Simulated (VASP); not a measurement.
Data:

```
WS2
1.0
    3.19357     0.00000     0.00000
   -1.59679     2.76571     0.00000
    0.00000     0.00000    19.45683
W S
1 2
Direct
  0.66667   0.33333   0.50000
  0.33333   0.66667   0.58233
  0.33333   0.66667   0.41767
```

The numbers are results of optB88-vdW, VASP's PBE PAW potentials (set 64) (plane waves; VASP 6.6.1), not measurements. Settings: PREC = Normal, EDIFF = 1E-5, 400 eV cut-off, 12×12×1 Γ-centred mesh, Gaussian smearing of 0.050 eV, potentials W_sv S.

### Question
The ions and cell shape at fixed volume are relaxed. What does this cell relax into?

### Answer

```
WS2
1.0
    3.19072     0.00000     0.00000
   -1.59536     2.76325     0.00000
    0.00000     0.00000    19.49161
W S
1 2
Direct
  0.66667   0.33333   0.50000
  0.33333   0.66667   0.58095
  0.33333   0.66667   0.41905
```

### Question
How much energy does the relaxation gain?

### Answer
The energy (σ→0) changes by -3.7 meV/atom, in 6 ionic steps.

The cell is a sheet with vacuum, built from WS2 (2H layered).
